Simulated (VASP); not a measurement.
# GaAs: what moves the LDA gap besides the functional

How far does the LDA gap of GaAs depend on cutoff, mesh and cell? The starting structure is a measured crystal structure from the Crystallography Open Database. Cell and atoms stay as given unless a step says otherwise.

Main program and level: VASP 6.6.1; Kohn-Sham DFT with plane waves and PAW; LDA.

### Step 1. Starting point

The structure is cubic, space group F-43m (No. 216). Conventional cell: a = 5.654 Å, b = 5.654 Å, c = 5.654 Å, α = 90.00°, β = 90.00°, γ = 90.00°. Nearest to As lie 4 Ga at 2.45 Å. Ga has 4 As at 2.45 Å nearest. Farther neighbours are not listed.

Structure file:

```cif
data_structure
_symmetry_space_group_name_H-M 'P 1'
_symmetry_Int_Tables_number 1
_cell_length_a 3.9978
_cell_length_b 3.9978
_cell_length_c 3.9978
_cell_angle_alpha 60.000
_cell_angle_beta 60.000
_cell_angle_gamma 60.000
_cell_volume 45.18
loop_
_atom_site_label
_atom_site_type_symbol
_atom_site_fract_x
_atom_site_fract_y
_atom_site_fract_z
_atom_site_occupancy
As1 As 0.75000 0.75000 0.75000 1
Ga2 Ga 0.00000 0.00000 0.00000 1
```

### Step 2. Reference bands

INCAR reads:

```
SYSTEM = GaAs
PREC = Accurate
ENCUT = 350
EDIFF = 1E-06
NELM = 100
ISMEAR = 0
SIGMA = 0.03
LREAL = .FALSE.
ALGO = Normal
GGA = CA
NBANDS = 21
LORBIT = 11
LWAVE = .FALSE.
LCHARG = .FALSE.
KPAR = 4
```

POSCAR reads:

```
GaAs
1.0
    0.0000000000      2.8268500000      2.8268500000
    2.8268500000      0.0000000000      2.8268500000
    2.8268500000      2.8268500000      0.0000000000
As Ga
1 1
Direct
    0.7500000000      0.7500000000      0.7500000000
    0.0000000000      0.0000000000      0.0000000000
```

KPOINTS reads:

```
Automatic mesh
0
Gamma
6 6 6
0 0 0
```

KPOINTS_OPT reads:

```
Line mode
10
Line-mode
Reciprocal
  0.00000000   0.00000000   0.00000000 GAMMA
  0.50000000   0.00000000   0.50000000 X

  0.50000000   0.00000000   0.50000000 X
  0.50000000   0.25000000   0.75000000 W

  0.50000000   0.25000000   0.75000000 W
  0.37500000   0.37500000   0.75000000 K

  0.37500000   0.37500000   0.75000000 K
  0.00000000   0.00000000   0.00000000 GAMMA

  0.00000000   0.00000000   0.00000000 GAMMA
  0.50000000   0.50000000   0.50000000 L

  0.50000000   0.50000000   0.50000000 L
  0.62500000   0.25000000   0.62500000 U

  0.62500000   0.25000000   0.62500000 U
  0.50000000   0.25000000   0.75000000 W

  0.50000000   0.25000000   0.75000000 W
  0.50000000   0.50000000   0.50000000 L

  0.50000000   0.50000000   0.50000000 L
  0.37500000   0.37500000   0.75000000 K

  0.62500000   0.25000000   0.62500000 U
  0.50000000   0.00000000   0.50000000 X
```

The projector-augmented-wave data sets are As and Ga_d (LDA family, release 64).

Launch:

```console
mpirun -np 4 vasp_std
```

Log:

```text
[banner, memory and clock lines left out]
running    4 mpi-ranks, on    1 nodes
 distrk:  each k-point on    1 cores,    4 groups
 distr:  one band on    1 cores,    1 groups

 POSCAR found type information on POSCAR AsGa
 POSCAR found :  2 types and       2 ions
 LDA part: xc-table for (Slater(with rela. corr.)+CA(PZ))
 , standard interpolation
 POSCAR, INCAR and KPOINTS ok, starting setup
 FFT: planning ... GRIDC
 FFT: planning ... GRID_SOFT
 FFT: planning ... GRID
 WAVECAR not read
 entering main loop
       N       E                     dE             d eps       ncg     rms          rms(c)
DAV:   1     0.855958447328E+02    0.85596E+02   -0.66879E+03   760   0.953E+02
DAV:   2    -0.120607677989E+01   -0.86802E+02   -0.81188E+02   695   0.253E+02
DAV:   3    -0.968937374440E+01   -0.84833E+01   -0.84117E+01   796   0.574E+01
DAV:   4    -0.983993723294E+01   -0.15056E+00   -0.15051E+00   790   0.815E+00
DAV:   5    -0.984136359785E+01   -0.14264E-02   -0.14263E-02   778   0.770E-01    0.300E+00
DAV:   6    -0.965453916519E+01    0.18682E+00   -0.15879E-01  1023   0.611E+00    0.176E+00
DAV:   7    -0.961330428338E+01    0.41235E-01   -0.50631E-02   881   0.136E+00    0.531E-01
DAV:   8    -0.960999622003E+01    0.33081E-02   -0.78973E-03   773   0.756E-01    0.103E-01
DAV:   9    -0.960997829122E+01    0.17929E-04   -0.64987E-04   856   0.245E-01    0.478E-02
DAV:  10    -0.960998382348E+01   -0.55323E-05   -0.31333E-05   906   0.426E-02    0.253E-02
DAV:  11    -0.960998927081E+01   -0.54473E-05   -0.56480E-06   753   0.290E-02    0.307E-03
DAV:  12    -0.960998915834E+01    0.11248E-06   -0.30274E-07   521   0.619E-03
   1 F= -.96099892E+01 E0= -.96099892E+01  d E =-.332477E-15
 Start KPOINTS_OPT (optional k-point list driver)
k-point batch [1-16\100]
       N       E                     dE             ncg
DAV:   1    -0.345891402054E+03   -0.63770E+04      744
DAV:   2    -0.178834053070E+04   -0.14424E+04      705
DAV:   3    -0.193137595679E+04   -0.14304E+03      840
DAV:   4    -0.193365424872E+04   -0.22783E+01      813
DAV:   5    -0.193367534359E+04   -0.21095E-01      809
DAV:   6    -0.193367595095E+04   -0.60735E-03      860
DAV:   7    -0.193367596842E+04   -0.17475E-04      780
DAV:   8    -0.193367596906E+04   -0.63505E-06      637
[...]
k-point batch [97-100\100]
       N       E                     dE             ncg
DAV:   1     0.654302650182E+04   -0.24366E+04      199
DAV:   2     0.618549904000E+04   -0.35753E+03      173
DAV:   3     0.615135361142E+04   -0.34145E+02      219
DAV:   4     0.615084480200E+04   -0.50881E+00      208
DAV:   5     0.615083976729E+04   -0.50347E-02      194
DAV:   6     0.615083962193E+04   -0.14536E-03      240
DAV:   7     0.615083962061E+04   -0.13254E-05      204
DAV:   8     0.615083962060E+04   -0.76789E-08      160
```

The job ended after 14 s (4 MPI ranks of AMD EPYC 7R43, shared host; peak memory 0.44 GiB).

The logs omit lines about the potential files and the build; timing stands in the text.

Parts of OUTCAR (step 2):

```text
ion  position               nearest neighbor table
   1  0.750  0.750  0.750-   2 2.45   2 2.45   2 2.45   2 2.45
   2  0.000  0.000  0.000-   1 2.45   1 2.45   1 2.45   1 2.45

  LATTYP: Found a face centered cubic cell.
 ALAT       =     5.6537000000

 Subroutine GETGRP returns: Found 24 space group operations
 (whereof 24 operations were pure point group operations)

The static configuration has the point symmetry T_d .

 Found     16 irreducible k-points:

   k-points           NKPTS =     16   k-points in BZ     NKDIM =     16   number of bands    NBANDS=     21

   dimension x,y,z NGX =    24 NGY =   24 NGZ =   24
   dimension x,y,z NGXF=    48 NGYF=   48 NGZF=   48

   ENCUT  =  350.0 eV  25.72 Ry    5.07 a.u.   6.10  6.10  6.10*2*pi/ulx,y,z

   NELECT =      18.0000    total number of electrons

 k-points in reciprocal lattice and weights: Automatic mesh
   0.00000000  0.00000000  0.00000000       0.005
   0.16666667  0.00000000  0.00000000       0.037
   0.33333333  0.00000000  0.00000000       0.037
   0.50000000  0.00000000  0.00000000       0.019
   0.16666667  0.16666667  0.00000000       0.028
   0.33333333  0.16666667  0.00000000       0.111
   0.50000000  0.16666667  0.00000000       0.111
  -0.33333333  0.16666667  0.00000000       0.111
  -0.16666667  0.16666667  0.00000000       0.056
[...]
-0.33333333  0.33333333  0.16666667       0.111
  -0.33333333  0.50000000  0.16666667       0.056

 average (electrostatic) potential at core
       1 -53.7674       2 -67.5139

 E-fermi :   3.9839

 k-point     1 :       0.0000    0.0000    0.0000
  band No.  band energies     occupation
    ...
      5     -11.0436      2.00000
      6      -8.9554      2.00000
      7       3.8105      2.00000
      8       3.8105      2.00000
      9       3.8105      2.00000
     10       4.1374      0.00000
     11       7.4755      0.00000
     12       7.4755      0.00000
     13       7.4755      0.00000
     14      11.1449      0.00000
    ...

 k-point     2 :       0.1667    0.0000    0.0000
  band No.  band energies     occupation
    ...
      5     -11.0437      2.00000
      6      -8.6357      2.00000
      7       1.0372      2.00000
      8       3.4261      2.00000
      9       3.4261      2.00000
     10       5.3111      0.00000
     11       8.0238      0.00000
     12       8.0238      0.00000
     13       8.3806      0.00000
     14      12.5327      0.00000
    ...

 k-point     3 :       0.3333    0.0000    0.0000
  band No.  band energies     occupation
    ...
      5     -11.0420      2.00000
      6      -7.8084      2.00000
      7      -1.6258      2.00000
      8       2.8777      2.00000
      9       2.8777      2.00000
     10       4.8859      0.00000
     11       8.4433      0.00000
     12       8.4433      0.00000
     13      10.9017      0.00000
     14      12.3666      0.00000
    ...

  Total       -0.5045135     -0.5045135     -0.5045135      0.0000000      0.0000000      0.0000000
  in kB      -17.8914305    -17.8914305    -17.8914305      0.0000000      0.0000000      0.0000000
  external PRESSURE =     -17.8914305 kB  Pullay stress =       0.0000000 kB

  energy-cutoff  :      350.00
  volume of cell :       45.18
      direct lattice vectors                 reciprocal lattice vectors
     0.000000000  2.826850000  2.826850000    -0.176875321  0.176875321  0.176875321
     2.826850000  0.000000000  2.826850000     0.176875321 -0.176875321  0.176875321
     2.826850000  2.826850000  0.000000000     0.176875321  0.176875321 -0.176875321

 POSITION                                       TOTAL-FORCE (eV/Angst)
 -----------------------------------------------------------------------------------
      4.24027      4.24027      4.24027        -0.000000     -0.000000     -0.000000
      0.00000      0.00000      0.00000         0.000000      0.000000      0.000000
 -----------------------------------------------------------------------------------
    total drift:                               -0.000003     -0.000003     -0.000002

  FREE ENERGIE OF THE ION-ELECTRON SYSTEM (eV)
  ---------------------------------------------------
  free  energy   TOTEN  =        -9.6099891583 eV

  energy  without entropy=       -9.6099891583  energy(sigma->0) =       -9.60998916

 total charge
# of ion       s       p       d       tot
------------------------------------------
    1        1.215   1.599   0.031   2.844
    2        0.890   0.808   9.992  11.691
--------------------------------------------------
tot          2.105   2.407  10.023  14.535

[... 3 further parts left out ...]
```

Spin-orbit coupling is off here; it would split degenerate levels.

The reference gap is 0.327 eV.

### Step 3. Bands with cell and atoms relaxed by LDA

Against step 2 the input has another starting structure. The cell comes from a relaxation at this level, not shown (44.08 Å³).

INCAR is that of step 2.

POSCAR reads:

```
GaAs
1.0
    0.0000000000      2.8036442684      2.8036442684
    2.8036442684      0.0000000000      2.8036442684
    2.8036442684      2.8036442684      0.0000000000
As Ga
1 1
Direct
    0.7500000000      0.7500000000      0.7500000000
    0.0000000000      0.0000000000      0.0000000000
```

KPOINTS is that of step 2.

KPOINTS_OPT is that of step 2.

Launch:

```console
mpirun -np 4 vasp_std
```

Log:

```text
[... set-up lines as in an earlier step ...]
 entering main loop
       N       E                     dE             d eps       ncg     rms          rms(c)
DAV:   1     0.942477234709E+02    0.94248E+02   -0.66902E+03   726   0.951E+02
DAV:   2    -0.177810854991E+00   -0.94426E+02   -0.88301E+02   700   0.268E+02
DAV:   3    -0.967874417911E+01   -0.95009E+01   -0.94320E+01   770   0.605E+01
DAV:   4    -0.985352087347E+01   -0.17478E+00   -0.17471E+00   782   0.872E+00
[...]
DAV:  10    -0.961522051720E+01   -0.45879E-05   -0.32567E-05   950   0.469E-02    0.252E-02
DAV:  11    -0.961522582350E+01   -0.53063E-05   -0.57120E-06   773   0.288E-02    0.345E-03
DAV:  12    -0.961522570864E+01    0.11485E-06   -0.30889E-07   499   0.635E-03
   1 F= -.96152257E+01 E0= -.96152257E+01  d E =-.323097E-27
 Start KPOINTS_OPT (optional k-point list driver)
k-point batch [1-16\100]
       N       E                     dE             ncg
DAV:   1    -0.305754720353E+03   -0.66739E+04      756
DAV:   2    -0.173995190441E+04   -0.14342E+04      726
DAV:   3    -0.187948133639E+04   -0.13953E+03      774
DAV:   4    -0.188169821042E+04   -0.22169E+01      808
DAV:   5    -0.188172206609E+04   -0.23856E-01      775
DAV:   6    -0.188172272423E+04   -0.65814E-03      881
DAV:   7    -0.188172274015E+04   -0.15914E-04      751
DAV:   8    -0.188172274065E+04   -0.50454E-06      680
[...]
k-point batch [97-100\100]
       N       E                     dE             ncg
DAV:   1     0.652085449374E+04   -0.22674E+04      186
DAV:   2     0.615141987898E+04   -0.36943E+03      168
DAV:   3     0.611466581085E+04   -0.36754E+02      209
DAV:   4     0.611410361060E+04   -0.56220E+00      208
DAV:   5     0.611409734095E+04   -0.62696E-02      183
DAV:   6     0.611409710077E+04   -0.24019E-03      232
DAV:   7     0.611409709678E+04   -0.39912E-05      204
DAV:   8     0.611409709666E+04   -0.11643E-06      192
```

Wall time 13 s (4 MPI ranks); peak memory 0.42 GiB; 48 s of CPU time.

OUTCAR, selected parts (step 3):

```text
  Total       -0.0060075     -0.0060075     -0.0060075     -0.0000000      0.0000000     -0.0000000
  in kB       -0.2183762     -0.2183762     -0.2183762     -0.0000000      0.0000000     -0.0000000
  external PRESSURE =      -0.2183762 kB  Pullay stress =       0.0000000 kB

 POSITION                                       TOTAL-FORCE (eV/Angst)
 -----------------------------------------------------------------------------------
      4.20547      4.20547      4.20547        -0.000000     -0.000000      0.000000
      0.00000      0.00000      0.00000         0.000000      0.000000     -0.000000
 -----------------------------------------------------------------------------------
    total drift:                               -0.000003     -0.000003     -0.000002

  FREE ENERGIE OF THE ION-ELECTRON SYSTEM (eV)
  ---------------------------------------------------
  free  energy   TOTEN  =        -9.6152257086 eV

  energy  without entropy=       -9.6152257086  energy(sigma->0) =       -9.61522571

[... 1 part as in an earlier step ...]

[... 2 further parts left out ...]
[key lines of the parts left out:]
E-fermi :   4.2720
```

With cell and atoms relaxed by LDA the gap is 0.514 eV, +0.187 eV from the reference.

### Step 4. Bands with no band path

Against step 2 the input has no band path (also changed: NBANDS).

INCAR: that of step 3 with these lines changed.

```diff
@@ -10,3 +10,3 @@
 GGA = CA
-NBANDS = 21
+NBANDS = 15
 LORBIT = 11
```

POSCAR reads:

```
GaAs
1.0
    0.0000000000      2.8268500000      2.8268500000
    2.8268500000      0.0000000000      2.8268500000
    2.8268500000      2.8268500000      0.0000000000
As Ga
1 1
Direct
    0.7500000000      0.7500000000      0.7500000000
    0.0000000000      0.0000000000      0.0000000000
```

KPOINTS is that of step 3.

Launch:

```console
mpirun -np 4 vasp_std
```

Log:

```text
[... set-up lines as in an earlier step ...]
 entering main loop
       N       E                     dE             d eps       ncg     rms          rms(c)
DAV:   1     0.689315144852E+02    0.68932E+02   -0.75588E+03   480   0.130E+03
DAV:   2    -0.492092871036E+01   -0.73852E+02   -0.70713E+02   571   0.257E+02
DAV:   3    -0.976719182389E+01   -0.48463E+01   -0.48335E+01   557   0.595E+01
DAV:   4    -0.984043205101E+01   -0.73240E-01   -0.73232E-01   616   0.810E+00
[...]
DAV:  10    -0.960998393920E+01   -0.69754E-05   -0.38790E-05   719   0.623E-02    0.232E-02
DAV:  11    -0.960998927061E+01   -0.53314E-05   -0.67396E-06   571   0.408E-02    0.226E-03
DAV:  12    -0.960998915862E+01    0.11199E-06   -0.41198E-07   387   0.939E-03
   1 F= -.96099892E+01 E0= -.96099892E+01  d E =-.225005E-12
```

Run time: 3.8 s. Hardware: 4 MPI ranks; peak memory 0.38 GiB.

OUTCAR, selected parts (step 4):

```text
  Total       -0.5044323     -0.5044323     -0.5044323     -0.0000000      0.0000000     -0.0000000
  in kB      -17.8885508    -17.8885508    -17.8885508     -0.0000000      0.0000000     -0.0000000
  external PRESSURE =     -17.8885508 kB  Pullay stress =       0.0000000 kB

 POSITION                                       TOTAL-FORCE (eV/Angst)
 -----------------------------------------------------------------------------------
      4.24027      4.24027      4.24027         0.000000     -0.000000     -0.000000
      0.00000      0.00000      0.00000        -0.000000      0.000000      0.000000
 -----------------------------------------------------------------------------------
    total drift:                               -0.000003     -0.000003     -0.000002

  FREE ENERGIE OF THE ION-ELECTRON SYSTEM (eV)
  ---------------------------------------------------
  free  energy   TOTEN  =        -9.6099891586 eV

  energy  without entropy=       -9.6099891586  energy(sigma->0) =       -9.60998916

[... 1 part as in an earlier step ...]

[... 2 further parts left out ...]
[key lines of the parts left out:]
E-fermi :   4.0043
```

With no band path the gap is 0.327 eV, +0.000 eV from the reference, read on the mesh alone.

[end of part 1 of 2]

[Lines on the potential files, build, host, timing and source positions are cut from VASP's logs without a mark.]

[Logs are printed without paths, hosts, clocks, repeated set-up lines and the standing remarks that a program may print on its own settings, such as how far it seeks lower states.]

[Hosts, paths, dates, database ids (printed as entryN), source tags and the programs' standing remarks are cut or masked in the printed files.]
